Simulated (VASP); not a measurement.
Output of a VASP run:

**OUTCAR**
```
 ion  position               nearest neighbor table
   1  0.000  0.000  0.000-   2 2.86   3 2.86   4 2.86   2 2.86   3 2.86   2 2.86   4 2.86   2 2.86
                             3 2.86   4 2.86   3 2.86   4 2.86
   2  0.000  0.500  0.500-   1 2.86   3 2.86   4 2.86   1 2.86   4 2.86   1 2.86   3 2.86   1 2.86
                             3 2.86   4 2.86   4 2.86   3 2.86
   3  0.500  0.000  0.500-   1 2.86   2 2.86   4 2.86   1 2.86   4 2.86   2 2.86   4 2.86   4 2.86
                             1 2.86   2 2.86   1 2.86   2 2.86
   4  0.500  0.500  0.000-   1 2.86   2 2.86   3 2.86   2 2.86   3 2.86   1 2.86   3 2.86   3 2.86
                             1 2.86   2 2.86   2 2.86   1 2.86
  LATTYP: Found a simple cubic cell.
 ALAT       =     4.0412256178
 Subroutine PRICEL returns:
 Original cell was already a primitive cell.
 Subroutine GETGRP returns: Found 48 space group operations
The static configuration has the point symmetry O_h .
The dynamic configuration has the point symmetry O_h .
 Subroutine INISYM returns: Found 48 space group operations
 Subroutine IBZKPT returns following result:
 Found     35 irreducible k-points:

 Following reciprocal coordinates:
            Coordinates               Weight
  0.000000  0.000000  0.000000      1.000000
  0.125000  0.000000  0.000000      6.000000
  0.250000  0.000000  0.000000      6.000000
  0.375000  0.000000  0.000000      6.000000
  0.500000  0.000000  0.000000      3.000000
  0.125000  0.125000  0.000000     12.000000
  0.250000  0.125000  0.000000     24.000000
  0.375000  0.125000  0.000000     24.000000
  0.500000  0.125000  0.000000     12.000000
  0.250000  0.250000  0.000000     12.000000
  0.375000  0.250000  0.000000     24.000000
  0.500000  0.250000  0.000000     12.000000
  0.375000  0.375000  0.000000     12.000000
  0.500000  0.375000  0.000000     12.000000
  0.500000  0.500000  0.000000      3.000000
  0.125000  0.125000  0.125000      8.000000
  0.250000  0.125000  0.125000     24.000000
  0.375000  0.125000  0.125000     24.000000
  0.500000  0.125000  0.125000     12.000000
  0.250000  0.250000  0.125000     24.000000
  0.375000  0.250000  0.125000     48.000000
  0.500000  0.250000  0.125000     24.000000
  0.375000  0.375000  0.125000     24.000000
  0.500000  0.375000  0.125000     24.000000
  0.500000  0.500000  0.125000      6.000000
  0.250000  0.250000  0.250000      8.000000
  0.375000  0.250000  0.250000     24.000000
  0.500000  0.250000  0.250000     12.000000
  0.375000  0.375000  0.250000     24.000000
  0.500000  0.375000  0.250000     24.000000
  0.500000  0.500000  0.250000      6.000000
  0.375000  0.375000  0.375000      8.000000
  0.500000  0.375000  0.375000     12.000000
  0.500000  0.500000  0.375000      6.000000
  0.500000  0.500000  0.500000      1.000000
   k-points           NKPTS =     35   k-points in BZ     NKDIM =     35   number of bands    NBANDS=     25
   number of dos      NEDOS =    301   number of ions     NIONS =      4
   total plane-waves  NPLWV =  27000
   dimension x,y,z NGX =    30 NGY =   30 NGZ =   30
   dimension x,y,z NGXF=    60 NGYF=   60 NGZF=   60
   ions per type =               1   3
   PREC   = accura    normal or accurate (medium, high low for compatibility)
   ISTART =      0    job   : 0-new  1-cont  2-samecut
   ICHARG =      2    charge: 1-file 2-atom 10-const
   ISPIN  =      1    spin polarized calculation?
   LNONCOLLINEAR =      F non collinear calculations
   LSORBIT =      F    spin-orbit coupling
   INIWAV =      1    electr: 0-lowe 1-rand  2-diag
   ENCUT  =  520.0 eV  38.22 Ry    6.18 a.u.   7.51  7.51  7.51*2*pi/ulx,y,z
   NELM   =    100;   NELMIN=  2; NELMDL= -5     # of ELM steps
   EDIFF  = 0.1E-06   stopping-criterion for ELM
   LREAL  =      F    real-space projection
   NLSPLINE    = F    spline interpolate recip. space projectors
   LMAXMIX     =    6 max onsite mixed and CHGCAR
   VOSKOWN=      0    Vosko Wilk Nusair interpolation
   EDIFFG = 0.1E-05   stopping-criterion for IOM
   NSW    =      0    number of steps for IOM
   NBLOCK =      1;   KBLOCK =      1    inner block; outer block
...
```

OSZICAR:
```
       N       E                     dE             d eps       ncg     rms          rms(c)
DAV:   1     0.381323484114E+03    0.38132E+03   -0.21148E+04  1750   0.178E+03
DAV:   2     0.358353708792E+01   -0.37774E+03   -0.37067E+03  1894   0.443E+02
DAV:   3    -0.299502203125E+02   -0.33534E+02   -0.32342E+02  2674   0.110E+02
DAV:   4    -0.308806515387E+02   -0.93043E+00   -0.92686E+00  2022   0.200E+01
DAV:   5    -0.309157973715E+02   -0.35146E-01   -0.35117E-01  2590   0.376E+00    0.174E+01
DAV:   6    -0.297080414640E+02    0.12078E+01   -0.33523E+01  2560   0.349E+01    0.183E+01
DAV:   7    -0.283773403148E+02    0.13307E+01   -0.45887E+01  2657   0.385E+01    0.887E+00
DAV:   8    -0.277032463391E+02    0.67409E+00   -0.18152E+00  2472   0.917E+00    0.456E+00
DAV:   9    -0.275361507936E+02    0.16710E+00   -0.23426E+00  2650   0.805E+00    0.215E+00
DAV:  10    -0.274995652931E+02    0.36586E-01   -0.22506E-01  2566   0.311E+00    0.515E-01
DAV:  11    -0.275018375495E+02   -0.22723E-02   -0.34142E-03  2292   0.425E-01    0.542E-01
DAV:  12    -0.274987989282E+02    0.30386E-02   -0.22503E-02  2645   0.832E-01    0.887E-02
DAV:  13    -0.274987540424E+02    0.44886E-04   -0.54750E-04  2392   0.150E-01    0.265E-02
DAV:  14    -0.274987524116E+02    0.16307E-05   -0.20700E-05  2501   0.272E-02    0.127E-02
DAV:  15    -0.274987523472E+02    0.64380E-07   -0.82228E-06  2568   0.194E-02    0.227E-03
DAV:  16    -0.274987527962E+02   -0.44899E-06   -0.23515E-07  1743   0.355E-03    0.160E-03
DAV:  17    -0.274987528514E+02   -0.55231E-07   -0.56040E-08  1084   0.170E-03
   1 F= -.27498753E+02 E0= -.27499310E+02  d E =0.167239E-02
```

**OUTCAR**
```
------------------------ aborting loop because EDIFF is reached ----------------------------------------
  FORCE on cell =-STRESS in cart. coord.  units (eV):
  Direction    XX          YY          ZZ          XY          YZ          ZX
  --------------------------------------------------------------------------------------
  Total       -4.6635382     -4.6635382     -4.6635382      0.0000000     -0.0000000      0.0000000
  in kB     -113.2105318   -113.2105318   -113.2105318      0.0000000     -0.0000000      0.0000000
  external PRESSURE =    -113.2105318 kB  Pullay stress =       0.0000000 kB
  volume of cell :       66.00
      direct lattice vectors                 reciprocal lattice vectors
     4.041225618  0.000000000  0.000000000     0.247449683  0.000000000  0.000000000
     0.000000000  4.041225618  0.000000000     0.000000000  0.247449683  0.000000000
     0.000000000  0.000000000  4.041225618     0.000000000  0.000000000  0.247449683
 POSITION                                       TOTAL-FORCE (eV/Angst)
 -----------------------------------------------------------------------------------
      0.00000      0.00000      0.00000         0.000000      0.000000      0.000000
      0.00000      2.02061      2.02061         0.000000      0.000000      0.000000
      2.02061      0.00000      2.02061         0.000000      0.000000      0.000000
      2.02061      2.02061      0.00000         0.000000      0.000000      0.000000
 -----------------------------------------------------------------------------------
    total drift:                                0.000000      0.000000     -0.000000
  FREE ENERGIE OF THE ION-ELECTRON SYSTEM (eV)
  ---------------------------------------------------
  free  energy   TOTEN  =       -27.4987528514 eV

  energy  without entropy=      -27.5004252439  energy(sigma->0) =      -27.49931032
```
(Selected blocks of OUTCAR.)

### POSCAR
```
Pt3Ti
1
    4.0412256178     0.0000000000     0.0000000000
    0.0000000000     4.0412256178     0.0000000000
    0.0000000000     0.0000000000     4.0412256178
Ti Pt
1 3
Direct
  0.0000000000   0.0000000000   0.0000000000
  0.0000000000   0.5000000000   0.5000000000
  0.5000000000   0.0000000000   0.5000000000
  0.5000000000   0.5000000000   0.0000000000
```

**Question.** Write an INCAR and KPOINTS that could have produced this output.

**Answer.** This is not unique; one that fits is the input of the run itself, revPBE GGA, plane waves, VASP's PBE PAW potentials (set 64).

### INCAR
```
SYSTEM  =  Pt3Ti
PREC  =  Accurate; ENCUT  =  520; LREAL  =  F
LASPH  =  T
EDIFF  =  1E-7; NELM  =  100; ALGO  =  Normal
LMAXMIX  =  6
ISMEAR  =  1; SIGMA  =  0.1
GGA  =  RE
ISIF  =  2
LWAVE  =  F; LCHARG  =  F
```

KPOINTS:
```
Automatic mesh
0
Gamma
8 8 8
0 0 0
```

POTCAR, in this order: Ti_sv Pt (PBE.64 set). Program: vasp_std.

The compound is Pt3Ti in the L1_2 structure. This cell is one point of a volume scan, at 1.06 of the reference volume.
